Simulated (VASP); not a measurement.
Cost and result of VASP (PAW) for the lattice constant a of ZnF2 (rutile). Static lattice. The cost counts the five points of the equation of state, each on the mesh and cut-off of its row, so the ratios hold those differences too. With PBEsol it took about 6 core-minutes. The timings are rough (shared machines, no repeats); factors under 2 mean little.

```csv
level,k-mesh,cut-off (eV),lattice constant a (Å),cost over PBEsol
LDA,5×5×7,520,4.643,within a factor of 2
PBEsol,5×5×7,520,4.726,reference
r2SCAN,5×5×7,520,4.711,about 7 times
SCAN,5×5×7,520,___,___
```

Complete the blanks.

- SCAN, lattice constant a (Å): 4.688
- SCAN, cost over PBEsol: about 9 times

Left out are levels that failed, ran on another kind of processor or have no fit band path; at most nine are shown.

The compound is ZnF2 in the rutile structure.
